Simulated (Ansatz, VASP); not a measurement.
## Pd (Pd(100)) in two plane-wave programs

Wanted: the spread between two codes on one cell, functional and k mesh. The structure shown is the end of the VASP relaxation below.

Method: plane waves, with VASP 6.6.1 beside it; single point at PBE, in Ansatz 0.2.0.

## Step 1: Set-up

The cell holds 7 atoms: 7 Pd. Its edges and angles: a = 2.785 Å, b = 2.785 Å, c = 26.815 Å, α = 90.0°, β = 90.0°, γ = 90.0°. It derives from Pd. As first built, before any earlier steps moved the atoms (in the runner's words): 7 layers of fcc Pd, cut at this functional's lattice. Vacuum lies along c.

As a file:

```xyz
7
Lattice="2.7848 0.0000 0.0000 0.0000 2.7848 0.0000 0.0000 0.0000 26.8151" Properties=species:S:1:pos:R:3
Pd    0.0000    0.0000    7.5108
Pd    1.3924    1.3924    9.4588
Pd    0.0000    0.0000   11.4368
Pd    1.3924    1.3924   13.4076
Pd    0.0000    0.0000   15.3783
Pd    1.3924    1.3924   17.3563
Pd    0.0000    0.0000   19.3043
```

## Step 2: VASP: relaxation, PBE

This run makes the geometry at which the two programs are then compared.

Lines of VASP's logs that name or quote its potential files are left out, and so is its time.

INCAR reads:

```
SYSTEM = Pd
PREC = Normal
ENCUT = 320
EDIFF = 1E-05
NELM = 120
ISMEAR = 1
SIGMA = 0.15
LREAL = .FALSE.
ALGO = Fast
GGA = PE
NBANDS = 43
LASPH = .TRUE.
LORBIT = 11
LWAVE = .FALSE.
LCHARG = .FALSE.
KPAR = 4
IBRION = 2
NSW = 40
ISIF = 2
EDIFFG = -0.03
POTIM = 0.4
MAXMIX = 40
```

POSCAR reads:

```
Pd
1.0
    2.7848476653      0.0000000000      0.0000000000
    0.0000000000      2.7848476653      0.0000000000
    0.0000000000      0.0000000000     26.8151080122
Pd
7
Direct
    0.0000000000      0.0000000000      0.2796930700
    0.5000000000      0.5000000000      0.3531287200
    0.0000000000      0.0000000000      0.4265643600
    0.5000000000      0.5000000000      0.5000000000
    0.0000000000      0.0000000000      0.5734356400
    0.5000000000      0.5000000000      0.6468712800
    0.0000000000      0.0000000000      0.7203069300
```

KPOINTS reads:

```
Automatic mesh
0
Gamma
11 11 1
0 0 0
```

Potentials, in the order of the species: Pd (PBE family, release 64).

The run is started by

```console
$ mpirun -np 4 vasp_std
```

Numbers of over 12 decimals in the logs are rounded to 6 here.

What it wrote:

```text
[banner, memory and clock lines left out]
running    4 mpi-ranks, on    1 nodes
 distrk:  each k-point on    1 cores,    4 groups
 distr:  one band on    1 cores,    1 groups

 POSCAR found type information on POSCAR Pd
 POSCAR found :  1 types and       7 ions
 LDA part: xc-table for (Slater+PW92), standard interpolation
 POSCAR, INCAR and KPOINTS ok, starting setup
 FFT: planning ... GRIDC
 FFT: planning ... GRID_SOFT
 FFT: planning ... GRID
 WAVECAR not read
 entering main loop
       N       E                     dE             d eps       ncg     rms          rms(c)
DAV:   1     0.346414004892E+03    0.34641E+03   -0.26379E+04  1873   0.100E+03
DAV:   2    -0.214460775523E+02   -0.36786E+03   -0.35091E+03  2068   0.262E+02
DAV:   3    -0.362815010937E+02   -0.14835E+02   -0.13988E+02  2087   0.494E+01
DAV:   4    -0.367701844096E+02   -0.48868E+00   -0.48214E+00  2084   0.874E+00
DAV:   5    -0.367847398933E+02   -0.14555E-01   -0.14547E-01  2127   0.154E+00    0.169E+01
RMM:   6    -0.351199220978E+02    0.16648E+01   -0.51191E+00  1817   0.124E+01    0.841E+00
RMM:   7    -0.351161349378E+02    0.37872E-02   -0.79238E-01  1816   0.343E+00    0.442E+00
RMM:   8    -0.361506932970E+02   -0.10346E+01   -0.10526E+00  1836   0.473E+00    0.101E+01
RMM:   9    -0.358786969258E+02    0.27200E+00   -0.66244E-01  1819   0.362E+00    0.789E+00
RMM:  10    -0.351327758794E+02    0.74592E+00   -0.31215E-01  1815   0.259E+00    0.264E+00
RMM:  11    -0.350924139686E+02    0.40362E-01   -0.70941E-02  1817   0.118E+00    0.247E+00
RMM:  12    -0.350478683745E+02    0.44546E-01   -0.22634E-02  1818   0.667E-01    0.109E+00
RMM:  13    -0.350386593647E+02    0.92090E-02   -0.34524E-03  1819   0.264E-01    0.460E-01
RMM:  14    -0.350377160622E+02    0.94330E-03   -0.14644E-03  1821   0.136E-01    0.402E-01
[...]
RMM:  19    -0.350363362907E+02   -0.78553E-04   -0.29345E-05  1171   0.199E-02    0.269E-02
RMM:  20    -0.350363971749E+02   -0.60884E-04   -0.20655E-05  1116   0.143E-02    0.615E-03
RMM:  21    -0.350364407032E+02   -0.43528E-04   -0.91824E-06  1048   0.100E-02    0.745E-03
RMM:  22    -0.350364730845E+02   -0.32381E-04   -0.48935E-06  1025   0.767E-03    0.307E-03
RMM:  23    -0.350365105291E+02   -0.37445E-04   -0.20420E-06   521   0.426E-03    0.322E-03
RMM:  24    -0.350365260825E+02   -0.15553E-04   -0.59152E-07   431   0.362E-03    0.204E-03
RMM:  25    -0.350365396909E+02   -0.13608E-04   -0.86672E-07   380   0.346E-03    0.555E-04
RMM:  26    -0.350365410113E+02   -0.13204E-05   -0.17284E-07   246   0.292E-03
   1 F= -.35036541E+02 E0= -.35032660E+02  d E =-.350365E+02
[... from here on, the cycles between the ionic steps are left out ...]
   2 F= -.35037993E+02 E0= -.35034071E+02  d E =-.145223E-02
   3 F= -.35038483E+02 E0= -.35034537E+02  d E =-.194242E-02
   4 F= -.35038628E+02 E0= -.35034628E+02  d E =-.208746E-02
   5 F= -.35038692E+02 E0= -.35034720E+02  d E =-.215061E-02
   6 F= -.35038695E+02 E0= -.35034708E+02  d E =-.215429E-02
   7 F= -.35038701E+02 E0= -.35034723E+02  d E =-.216008E-02
   8 F= -.35038702E+02 E0= -.35034719E+02  d E =-.216085E-02
 curvature:  -0.77 expect dE=-0.137E-03 dE for cont linesearch -0.617E-05
 ZBRENT: accuracy reached
 trial: gam= 0.16332 g(F)=  0.179E-03 g(S)=  0.000E+00 ort =-0.122E-03 (trialstep = 0.127E+01)
 search vector abs. value=  0.188E-03
 bond charge predicted
       N       E                     dE             d eps       ncg     rms          rms(c)
DAV:   1    -0.350387976571E+02   -0.98651E-04   -0.69617E-02  1809   0.107E+00    0.433E-02
RMM:   2    -0.350388505069E+02   -0.52850E-04   -0.66385E-04  1814   0.152E-01    0.257E-02
RMM:   3    -0.350388553458E+02   -0.48389E-05   -0.12605E-04  1755   0.594E-02    0.252E-02
RMM:   4    -0.350388686285E+02   -0.13283E-04   -0.27323E-05  1082   0.265E-02    0.165E-02
RMM:   5    -0.350388764398E+02   -0.78113E-05   -0.17340E-05   965   0.186E-02
   9 F= -.35038876E+02 E0= -.35034837E+02  d E =-.174578E-03
 trial-energy change:   -0.000175  1 .order   -0.000145   -0.000202   -0.000088
 step:   2.2580(harm=  2.2580)  dis= 0.00352  next Energy=   -35.038881 (dE=-0.179E-03)
 reached required accuracy - stopping structural energy minimisation
```

Parts of OUTCAR (step 2):

```text
ion  position               nearest neighbor table
   1  0.000  0.000  0.280-   2 2.78   2 2.78   2 2.78   2 2.78
   2  0.500  0.500  0.353-   3 2.78   3 2.78   3 2.78   3 2.78   1 2.78   1 2.78   1 2.78   1 2.78

  LATTYP: Found a simple tetragonal cell.
 ALAT       =     2.7848476653
 C/A-ratio  =     9.6289317173

 Subroutine GETGRP returns: Found 16 space group operations
 (whereof 16 operations were pure point group operations)

The static configuration has the point symmetry D_4h.

 Found     21 irreducible k-points:

   k-points           NKPTS =     21   k-points in BZ     NKDIM =     21   number of bands    NBANDS=     43

   dimension x,y,z NGX =    12 NGY =   12 NGZ =  120
   dimension x,y,z NGXF=    24 NGYF=   24 NGZF=  240

   ENCUT  =  320.0 eV  23.52 Ry    4.85 a.u.   4.06  4.06 39.11*2*pi/ulx,y,z

   NELECT =      70.0000    total number of electrons

 k-points in reciprocal lattice and weights: Automatic mesh
   0.00000000  0.00000000  0.00000000       0.008
   0.09090909  0.00000000  0.00000000       0.033
   0.18181818  0.00000000  0.00000000       0.033
   0.27272727  0.00000000  0.00000000       0.033
   0.36363636  0.00000000  0.00000000       0.033
   0.45454545  0.00000000  0.00000000       0.033
   0.09090909  0.09090909  0.00000000       0.033
   0.18181818  0.09090909  0.00000000       0.066
   0.27272727  0.09090909  0.00000000       0.066
[...]
0.45454545  0.36363636  0.00000000       0.066
   0.45454545  0.45454545  0.00000000       0.033

 average (electrostatic) potential at core
       1 -77.4440       2 -77.9121       3 -77.9316       4 -77.9106       5 -77.9316
       6 -77.9121       7 -77.4440

 E-fermi :   2.2740

 k-point     1 :       0.0000    0.0000    0.0000
  band No.  band energies     occupation
    ...
     34       2.0288      2.04298
     35       2.1933      1.78051
     36       2.1933      1.78051
     37       2.2245      1.52557
     38       2.2583      1.17567
     39       2.4642     -0.07037
     40       2.4642     -0.07037
     41       2.9937     -0.00000
     42       4.3444     -0.00000
     43       5.2199     -0.00000

 k-point     2 :       0.0909    0.0000    0.0000
  band No.  band energies     occupation
    ...
     34       1.9390      2.00702
     35       1.9963      2.02508
     36       2.1524      1.98547
     37       2.1554      1.97505
     38       2.2754      0.98370
     39       2.3220      0.48727
     40       2.4619     -0.07068
     41       3.5357     -0.00000
     42       4.8519     -0.00000
     43       5.8230      0.00000

 k-point     3 :       0.1818    0.0000    0.0000
  band No.  band energies     occupation
    ...
     33       1.7207      2.00000
     34       1.8148      2.00013
     35       1.8736      2.00105
     36       2.0259      2.04121
     37       2.2303      1.47028
     38       2.3776      0.08690
     39       2.3800      0.07572
     40       2.9907     -0.00000
     41       4.4513     -0.00000
     42       5.8659      0.00000
    ...

  Total       -2.4862620     -2.4862620     -0.6162380      0.0000000      0.0000000      0.0000000
  in kB      -19.1546856    -19.1546856     -4.7476276      0.0000000      0.0000000      0.0000000
  external PRESSURE =     -14.3523330 kB  Pullay stress =       0.0000000 kB

  energy-cutoff  :      320.00
  volume of cell :      207.96
      direct lattice vectors                 reciprocal lattice vectors
     2.784847665  0.000000000  0.000000000     0.359086069  0.000000000  0.000000000
     0.000000000  2.784847665  0.000000000     0.000000000  0.359086069  0.000000000
     0.000000000  0.000000000 26.815108012     0.000000000  0.000000000  0.037292410

 POSITION                                       TOTAL-FORCE (eV/Angst)
 -----------------------------------------------------------------------------------
      0.00000      0.00000      7.51082        -0.000000     -0.000000      0.006214
      1.39242      1.39242      9.45884         0.000000      0.000000      0.012154
      2.78485      0.00000     11.43679         0.000000      0.000000     -0.016791
      1.39242      1.39242     13.40755         0.000000     -0.000000     -0.000000
      0.00000      2.78485     15.37832         0.000000     -0.000000      0.016791
      1.39242      1.39242     17.35627        -0.000000     -0.000000     -0.012154
      0.00000      0.00000     19.30429        -0.000000     -0.000000     -0.006214
 -----------------------------------------------------------------------------------
    total drift:                               -0.000000      0.000000     -0.000000

  FREE ENERGIE OF THE ION-ELECTRON SYSTEM (eV)
  ---------------------------------------------------
  free  energy   TOTEN  =       -35.0388764398 eV

  energy  without entropy=      -35.0267573026  energy(sigma->0) =      -35.03483673

 reached required accuracy - stopping structural energy minimisation

 total charge
# of ion       s       p       d       tot
------------------------------------------
    1        0.430   0.287   8.506   9.224
    2        0.466   0.443   8.440   9.350
    3        0.470   0.439   8.445   9.354
    4        0.471   0.439   8.450   9.361
    5        0.470   0.439   8.445   9.354
    6        0.466   0.443   8.440   9.350
    7        0.430   0.287   8.506   9.224
--------------------------------------------------
tot          3.205   2.777  59.233  65.216

[... 3 further parts left out ...]
```

CONTCAR:

```
Pd
   1.00000000000000
     2.7848476653000001    0.0000000000000000    0.0000000000000000
     0.0000000000000000    2.7848476653000001    0.0000000000000000
     0.0000000000000000    0.0000000000000000   26.8151080121999996
  Pd
     7
Direct
     0.0000000000000000    0.0000000000000000    0.2800965407702427
     0.5000000000000000    0.5000000000000000    0.3527429254000876
     1.0000000000000000    0.0000000000000000    0.4265054160241457
     0.5000000000000000    0.5000000000000000    0.5000000000000000
     0.0000000000000000    1.0000000000000000    0.5734945839758542
     0.5000000000000000    0.5000000000000000    0.6472570745999123
     0.0000000000000000    0.0000000000000000    0.7199034592297575
```

The run keeps the 16 symmetry operations of its start, so it cannot find a distortion of lower symmetry.

## Step 3: Ansatz: single point, PBE

Ansatz runs on its default PAW (the set named soft_2) files.

The same cell, functional, mesh and smearing now go to Ansatz, which takes its cutoff from its data sets.

input.yaml reads:

```yaml
crystal:
  lattice:
    - [2.78484767, 0.0, 0.0]
    - [0.0, 2.78484767, 0.0]
    - [0.0, 0.0, 26.81510801]
  atoms:
    - { symbol: Pd, position: [0.0, 0.0, 0.28009654] }
    - { symbol: Pd, position: [0.5, 0.5, 0.35274293] }
    - { symbol: Pd, position: [0.0, 0.0, 0.42650542] }
    - { symbol: Pd, position: [0.5, 0.5, 0.5] }
    - { symbol: Pd, position: [0.0, 0.0, 0.57349458] }
    - { symbol: Pd, position: [0.5, 0.5, 0.64725707] }
    - { symbol: Pd, position: [0.0, 0.0, 0.71990346] }
hamiltonian:
  xc: pbe
  pseudopotentials: { kind: paw }
kpoints:
  mp_grid: { grid: [11, 11, 1] }
scf:
  occupations: { method: methfessel_paxton, width: 0.15 }
  n_extra_bands: 5
output:
  forces: true
  eigenvalues: true
```

The run is started by

```console
$ ansatz run input.yaml --threads 4 --pin off --max-ram 9216MiB --backend cpu --events-out ev --progress --plain --runs-dir out
```

What it wrote:

```text
scf.n_extra_bands = 5 over 63 filled bands (N_el = 126.0): the run solves 68 bands
Engine: ansatz 0.2.0, aarch64-unknown-linux-gnu
Pseudopotentials: kind: paw
Pseudopotential: Pd, paw, valence charge 18, recommended cutoff 420 eV (normal), Pd.paw.azcp
Functional definition: PBE
  parameter kappa = 0.804
  parameter beta = 0.066725
  exchange = pbe_x(kappa = kappa, mu = beta*pi^2/3)
  correlation = pbe_c(beta = beta)
Crystal: 7 atoms, lattice volume = 207.961 Å³
Basis set: ecut = 420 eV, 4125 PW (Γ), exchange–correlation on 40×40×360 points (8 copies of the dense FFT grid, shifted against one another)
Bands: 68, of which v1, the nominal top of the filled ones, is band 63 counted from 1 (62 counted from 0)
Symmetry: 16 space group operations
Space group: P4/mmm (ITA 123), of the structure as read, at distance tolerance 5.9e-5 Å
k-points: 21 of 121
Non-local potential: Pd, projectors of the file, l = 0: 2, l = 1: 2, l = 2: 2, l = 3: 1
PAW form: soft (Blöchl's): semilocal exchange-correlation on the pseudo side does not see the compensation charge
PAW one-centre angular grid: Pd, 590 points (default); XC on 64 Gauss nodes
Initial density: superposition of atomic densities (neutral atoms: chi_scale 0, normalization atom), corrected by the library's trained network
Initial wavefunctions: pseudopotential atomic-orbital guess
Functional: x = pbe(κ = 0.804, μ = 0.219515), c = pbe(β = 0.066725)
SCF iter   1: F=—  HF=-48808.505220 eV  |F-HF|=—  |Δ(HF+E_count)|=         —  Δρ=1.66e-2  dr2=7.64e0  ethr=1.77e-3  ⟨swp⟩=5.9  Hψ=5162  notcnv=0
preconditioner: auto → LDOS  [metal: Δε(μ)=0.020 eV  Ē_g=4.016 eV  σ=0.150 eV  W_gap=0.11  n_scr=56 (ndim 8)  ℏωp=21.5 eV  f_vac=0.450  D(μ)=17.79/eV (n_scr^D=216)  β→1.0]
SCF iter   2: F=—  HF=-48808.437529 eV  |F-HF|=—  |Δ(HF+E_count)|=   6.77e-2  S|Δr|=    0.00e0  Δρ=6.70e-3  dr2=3.91e-1  ethr=1.77e-3  ⟨swp⟩=1.0  Hψ=1765  notcnv=0  defer=1
SCF iter   3: F=—  HF=-48808.436328 eV  |F-HF|=—  |Δ(HF+E_count)|=   1.20e-3  S|Δr|=    0.00e0  Δρ=2.55e-3  dr2=9.17e-2  ethr=3.10e-4  ⟨swp⟩=2.0  Hψ=1962  notcnv=0  defer=1
SCF iter   4: F=—  HF=-48808.429077 eV  |F-HF|=—  |Δ(HF+E_count)|=   7.25e-3  S|Δr|=    0.00e0  Δρ=7.57e-4  dr2=2.33e-3  ethr=7.27e-5  ⟨swp⟩=2.0  Hψ=1967  notcnv=0  defer=1
SCF iter   5: F=—  HF=-48808.429195 eV  |F-HF|=—  |Δ(HF+E_count)|=   1.19e-4  S|Δr|=    0.00e0  Δρ=4.29e-4  dr2=1.07e-3  ethr=1.85e-6  ⟨swp⟩=2.0  Hψ=2038  notcnv=0  defer=1
SCF iter   6: F=—  HF=-48808.429159 eV  |F-HF|=—  |Δ(HF+E_count)|=   3.67e-5  S|Δr|=    0.00e0  Δρ=2.58e-4  dr2=4.53e-4  ethr=8.48e-7  ⟨swp⟩=1.0  Hψ=1421  notcnv=0  defer=1
SCF iter   7: F=—  HF=-48808.429148 eV  |F-HF|=—  |Δ(HF+E_count)|=   1.09e-5  S|Δr|=    0.00e0  Δρ=9.44e-5  dr2=8.15e-5  ethr=3.59e-7  ⟨swp⟩=1.3  Hψ=1482  notcnv=0  defer=1
SCF iter   8: F=—  HF=-48808.429076 eV  |F-HF|=—  |Δ(HF+E_count)|=   7.23e-5  S|Δr|=    0.00e0  Δρ=1.73e-5  dr2=2.11e-6  ethr=6.47e-8  ⟨swp⟩=1.5  Hψ=1473  notcnv=0  defer=1
SCF iter   9: F=—  HF=-48808.429076 eV  |F-HF|=—  |Δ(HF+E_count)|=   4.82e-7  S|Δr|=    0.00e0  Δρ=8.77e-6  dr2=3.98e-7  ethr=1.67e-9  ⟨swp⟩=2.2  Hψ=2293  notcnv=0  defer=1
SCF iter  10: F=-48808.429076 eV  HF=-48808.429076 eV  |F-HF|=1.24e-8  |Δ(HF+E_count)|=   2.65e-8  S|Δr|=    0.00e0  Δρ=2.71e-6  dr2=2.23e-8  ethr=7.94e-11  ⟨swp⟩=7.3  Hψ=5697  notcnv=0
SCF 1 converged in 10 iterations: F = -48808.429076 eV  dr2 = 2.23e-8
  greatest PAW one-centre occupation: 0.999 electrons in one spin orbital (limit 2), on the Pd atom at site 6 (counted from 0), in its partial waves of l = 0
SCF converged after 10 iterations
Stability not checked: this state was not tested for a lower state beside it, because cold or Methfessel-Paxton smearing, or corrected tetrahedra, fill the levels in a way that the test cannot read (fill_not_monotonic; see scf.lower_state_search)
Free energy (F): -48808.429076 eV
Harris-Foulkes:  -48808.429076 eV  (|F-HF|=1.24e-8)
Internal energy: -48808.417027 eV  (E = F + TS)
E sigma→0 (E₀):  -48808.426064 eV
Entropy (-TS):   -0.012049 eV (-1.721 meV/atom)
Fermi energy:    7.260796 eV
--- Per-component energies (eV) ---
  E_band       = -2503.152597
  E_kinetic    = 3591.989778
  E_local      = -211103.810379  (includes V_loc(G=0)·N_el)
  E_nonlocal   = 1522.753873
  E_hartree    = 103634.955466
  E_xc         = -1176.767150
  E_vxc        = -1475.795756  (∫ρ·V_xc dr)
  E_paw        = -26253.123782  (= ΣΔE_a)
  E_vpaw       = -2308.197396  (= ΣTr[D̂ρ^β])
  E_aug_tail   = 0.001421  (compensation charges beyond the density's cutoff)
  E_ewald      = 80975.583747
  E_smearing   = -0.012049  (= −TS)
  E_closure    = -0.000000  (closes the sum)
  Σ components = -48808.429076   (vs F -48808.429076, Δ=0.00e0)
--- Forces (eV/Å), atoms counted from 1 ---
  atom   1  Pd     0.00000000     0.00000000    -0.00239081
  atom   2  Pd    -0.00000000     0.00000000     0.02074844
  atom   3  Pd     0.00000000     0.00000000    -0.02499114
  atom   4  Pd     0.00000000    -0.00000000     0.00000000
  atom   5  Pd     0.00000000     0.00000000     0.02499114
  atom   6  Pd    -0.00000000     0.00000000    -0.02074844
  atom   7  Pd     0.00000000     0.00000000     0.00239081
  max |Σ_I F_I| component: 1.73e-18 eV/Å
--- Band table (eV; the first three rows and the last of 21) ---
  k-point 0: bands = [... 59 lower, 6.6757, 6.7661, 7.0153, 7.1788, 7.1788, 7.2127, 7.2459, 7.4514, ... 1 higher]
  k-point 1: bands = [... 59 lower, 6.6335, 6.8255, 6.9264, 6.9819, 7.1401, 7.1414, 7.2631, 7.3084, ... 1 higher]
  k-point 2: bands = [... 59 lower, 6.3344, 6.7069, 6.8014, 6.8598, 7.0113, 7.2157, 7.3652, 7.3670, ... 1 higher]
  k-point 20: bands = [... 59 lower, 7.4456, 7.4563, 7.7236, 7.7428, 10.6256, 11.4611, 11.7940, 12.6161, ... 1 higher]
```

Elapsed: 5.2 s, on 4 threads of Arm Neoverse V1, shared host; peak memory 0.71 GiB.

The column dr2 measures how far the density is from self-consistency, as an energy; F and HF (Harris–Foulkes) agree once it is small.

## Step 4: Comparison

Known differences besides the potentials themselves: the data sets hold 126 valence electrons in Ansatz (default PAW (the set named soft_2) files) and 70 in VASP; the cutoff is 420 eV in Ansatz and 320 eV in VASP (PREC = Normal). Total energies have different zeros and are not compared.

At this near-relaxed geometry the largest component of a force difference is 9 meV/Å.

## Step 5: Results

```json
{"r.m.s. force difference (single point, PBE)": "4.5 meV/Å"}
```

In words: The r.m.s. force difference is 4.5 meV/Å (single point, PBE), within the 12 meV/Å picked in this series as the mark of a large difference. Such differences can come from data sets, numerical settings and the points named under the comparisons, not from the functional's error against experiment.

[Lines on the potential files, build, host, timing and source positions are cut from VASP's logs without a mark.]

[Logs are printed without paths, hosts, clocks, repeated set-up lines and the standing remarks that a program may print on its own settings, such as how far it seeks lower states.]

[Hosts, paths, dates, database ids (printed as entryN), source tags and the programs' standing remarks are cut or masked in the printed files.]
